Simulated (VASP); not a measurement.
Level of theory: optB88-vdW, VASP's PBE PAW potentials (set 64) (plane waves; VASP).

A VASP calculation is set up with these files.

POSCAR:
```
LiCl
1
    0.0000000000     2.5509776301     2.5509776301
    2.5509776301    -0.0000000000     2.5509776301
    2.5509776301     2.5509776301     0.0000000000
Li Cl
1 1
Direct
  0.0000000000   0.0000000000   0.0000000000
  0.5000000000   0.5000000000   0.5000000000
```

INCAR:
```
AGGAC  =  0.0
ALGO  =  Normal
EDIFF  =  1E-6
EDIFFG  =  -0.01
ENCUT  =  520
GGA  =  BO
IBRION  =  2
ISIF  =  3
ISMEAR  =  0
LASPH  =  T
LCHARG  =  F
LREAL  =  F
LUSE_VDW  =  T
LWAVE  =  F
NELM  =  100
NSW  =  60
PARAM1  =  0.1833333333
PARAM2  =  0.22
PREC  =  Accurate
SIGMA  =  0.05
SYSTEM  =  LiCl
```

**KPOINTS**
```
Automatic mesh
0
Gamma
8 8 8
0 0 0
```

POTCAR, in this order: Li_sv Cl (PBE.64 set). Program: vasp_std.

What VASP printed:

### OSZICAR
```
       N       E                     dE             d eps       ncg     rms          rms(c)
DAV:   1     0.451627522625E+02    0.45163E+02   -0.42521E+03   530   0.101E+03
DAV:   2    -0.304495778551E+01   -0.48208E+02   -0.46504E+02   666   0.161E+02
DAV:   3    -0.507854512414E+01   -0.20336E+01   -0.20316E+01   693   0.391E+01
DAV:   4    -0.511617149588E+01   -0.37626E-01   -0.37567E-01   791   0.534E+00
DAV:   5    -0.511670299365E+01   -0.53150E-03   -0.53149E-03   709   0.505E-01    0.222E+00
DAV:   6    -0.502239434277E+01    0.94309E-01   -0.22842E-01   590   0.281E+00    0.156E+00
DAV:   7    -0.502354349492E+01   -0.11492E-02   -0.65419E-02   727   0.170E+00    0.942E-01
DAV:   8    -0.502806903711E+01   -0.45255E-02   -0.95795E-03   554   0.962E-01    0.167E-01
DAV:   9    -0.502802015868E+01    0.48878E-04   -0.58398E-04   737   0.217E-01    0.442E-02
DAV:  10    -0.502807597136E+01   -0.55813E-04   -0.73405E-05   576   0.957E-02    0.101E-02
DAV:  11    -0.502807915394E+01   -0.31826E-05   -0.43567E-06   685   0.246E-02    0.278E-03
DAV:  12    -0.502807969431E+01   -0.54037E-06   -0.52608E-07   555   0.835E-03
   1 F= -.50280797E+01 E0= -.50280797E+01  d E =-.502808E+01
```

File OUTCAR:
```
------------------------ aborting loop because EDIFF is reached ----------------------------------------
  FORCE on cell =-STRESS in cart. coord.  units (eV):
  Direction    XX          YY          ZZ          XY          YZ          ZX
  --------------------------------------------------------------------------------------
  Total       -0.0075526     -0.0075526     -0.0075526      0.0000000      0.0000000     -0.0000000
  in kB       -0.3644669     -0.3644669     -0.3644669      0.0000000      0.0000000     -0.0000000
  external PRESSURE =      -0.3644669 kB  Pullay stress =       0.0000000 kB
  volume of cell :       33.20
      direct lattice vectors                 reciprocal lattice vectors
     0.000000000  2.550977630  2.550977630    -0.196003287  0.196003287  0.196003287
     2.550977630  0.000000000  2.550977630     0.196003287 -0.196003287  0.196003287
     2.550977630  2.550977630  0.000000000     0.196003287  0.196003287 -0.196003287
  FREE ENERGIE OF THE ION-ELECTRON SYSTEM (eV)
  ---------------------------------------------------
  free  energy   TOTEN  =        -5.0280796943 eV

  energy  without entropy=       -5.0280796943  energy(sigma->0) =       -5.02807969

 reached required accuracy - stopping structural energy minimisation
```
(Selected blocks of OUTCAR.)

OUTCAR:
```
 val. band max:        0.5617043189   @ k =   0.0000   0.0000   0.0000

 cond. band min:       7.0682937224   @ k =   0.0000   0.0000   0.0000


 Fermi energy:         0.9313864942

 k-point     1 :       0.0000    0.0000    0.0000
  band No.  band energies     occupation
      1     -43.2783      2.00000
      2     -12.8653      2.00000
      3       0.5617      2.00000
      4       0.5617      2.00000
      5       0.5617      2.00000
      6       7.0683      0.00000
      7      12.5194      0.00000
      8      12.5194      0.00000
      9      12.5194      0.00000

 k-point     2 :       0.1250    0.0000    0.0000
  band No.  band energies     occupation
      1     -43.2779      2.00000
      2     -12.7872      2.00000
      3       0.0288      2.00000
      4       0.5192      2.00000
      5       0.5192      2.00000
      6       7.5240      0.00000
      7      11.7728      0.00000
      8      12.4358      0.00000
      9      12.4358      0.00000

 k-point     3 :       0.2500    0.0000    0.0000
  band No.  band energies     occupation
      1     -43.2769      2.00000
      2     -12.5878      2.00000
      3      -1.0422      2.00000
      4       0.4225      2.00000
      5       0.4225      2.00000
      6       7.9106      0.00000
      7      11.2952      0.00000
      8      11.2952      0.00000
      9      11.6779      0.00000

 k-point     4 :       0.3750    0.0000    0.0000
  band No.  band energies     occupation
      1     -43.2759      2.00000
      2     -12.3706      2.00000
      3      -1.9520      2.00000
      4       0.3329      2.00000
      5       0.3329      2.00000
      6       7.5977      0.00000
      7      10.4015      0.00000
      8      10.4015      0.00000
      9      12.9461      0.00000

 k-point     5 :       0.5000    0.0000    0.0000
  band No.  band energies     occupation
      1     -43.2755      2.00000
      2     -12.2745      2.00000
      3      -2.3014      2.00000
...
```

The compound is LiCl in the rock salt structure. It was relaxed first. The start is the result of an earlier pass.
